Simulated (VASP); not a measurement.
Output of a VASP run:

**OSZICAR**
```
       N       E                     dE             d eps       ncg     rms          rms(c)
DAV:   1    -0.170533428962E+01   -0.17053E+01   -0.17848E+03  1818   0.545E+02
DAV:   2    -0.705766029225E+01   -0.53523E+01   -0.49845E+01  2730   0.636E+01
DAV:   3    -0.709064268869E+01   -0.32982E-01   -0.32979E-01  2382   0.476E+00
DAV:   4    -0.709067972282E+01   -0.37034E-04   -0.37034E-04  2694   0.150E-01
DAV:   5    -0.709067976337E+01   -0.40548E-07   -0.40162E-07  2334   0.252E-03    0.120E+00
DAV:   6    -0.704857527473E+01    0.42104E-01   -0.69922E-03  2004   0.133E+00    0.738E-01
DAV:   7    -0.703363558011E+01    0.14940E-01   -0.61973E-03  1980   0.126E+00    0.235E-02
DAV:   8    -0.703361387752E+01    0.21703E-04   -0.12261E-05  2670   0.451E-02    0.101E-02
DAV:   9    -0.703361580881E+01   -0.19313E-05   -0.32054E-06  2262   0.213E-02    0.116E-03
DAV:  10    -0.703361537612E+01    0.43269E-06   -0.11899E-08  1530   0.120E-03
   1 F= -.70336154E+01 E0= -.70335740E+01  d E =-.703362E+01
       N       E                     dE             d eps       ncg     rms          rms(c)
DAV:   1    -0.703374472453E+01   -0.12892E-03   -0.11873E-03  2274   0.231E-01    0.130E-02
DAV:   2    -0.703374393899E+01    0.78554E-06   -0.54491E-06  2220   0.217E-02
   2 F= -.70337439E+01 E0= -.70336939E+01  d E =-.128563E-03
```

OUTCAR:
```
------------------------ aborting loop because EDIFF is reached ----------------------------------------
  FORCE on cell =-STRESS in cart. coord.  units (eV):
  Direction    XX          YY          ZZ          XY          YZ          ZX
  --------------------------------------------------------------------------------------
  Total       -0.0107193     -0.0107193      0.0063430      0.0000000     -0.0000000      0.0000000
  in kB       -1.0572479     -1.0572477      0.6256093      0.0000000     -0.0000000      0.0000000
  external PRESSURE =      -0.4962955 kB  Pullay stress =       0.0000000 kB
  volume of cell :       16.24
      direct lattice vectors                 reciprocal lattice vectors
     1.143607183 -1.980785572  0.000000000     0.437213063 -0.252425102  0.000000000
     1.143607183  1.980785572  0.000000000     0.437213063  0.252425102  0.000000000
     0.000000000  0.000000000  3.585563022     0.000000000  0.000000000  0.278896227
 POSITION                                       TOTAL-FORCE (eV/Angst)
 -----------------------------------------------------------------------------------
      1.14361      0.66026      0.89639         0.000000      0.000000      0.000000
      1.14361     -0.66026      2.68917        -0.000000     -0.000000      0.000000
 -----------------------------------------------------------------------------------
    total drift:                                0.000000     -0.000003      0.000005
  FREE ENERGIE OF THE ION-ELECTRON SYSTEM (eV)
  ---------------------------------------------------
  free  energy   TOTEN  =        -7.0337439390 eV

  energy  without entropy=       -7.0335937511  energy(sigma->0) =       -7.03369388

 reached required accuracy - stopping structural energy minimisation
```
(Selected blocks of OUTCAR.)

**POSCAR**
```
Be
1
    1.1450000000    -1.9831980000     0.0000000000
    1.1450000000     1.9831980000     0.0000000000
    0.0000000000     0.0000000000     3.5800000000
Be
2
Direct
  0.3333330000   0.6666670000   0.2500000000
  0.6666670000   0.3333330000   0.7500000000
```

Question: Write an INCAR and KPOINTS that could have produced this output.

Answer: This is not unique; one that fits is the input of the run itself, RPBE GGA, plane waves, VASP's PBE PAW potentials (set 64).

### INCAR
```
ALGO=Normal
EDIFF=1E-6
EDIFFG=-0.01
ENCUT=520
GGA=RP
IBRION=2
ISIF=3
ISMEAR=1
LASPH=.True.
LCHARG=.False.
LREAL=.False.
LWAVE=.False.
NELM=100
NSW=60
PREC=Accurate
SIGMA=0.1
SYSTEM=Be
```

**KPOINTS**
```
Automatic mesh
0
Gamma
16 16 9
0 0 0
```

POTCAR, in this order: Be (PBE.64 set). Program: vasp_std.

The compound is Be in the hcp structure. This run relaxes it. Symmetry was kept, so distortions that lower it aren't found.
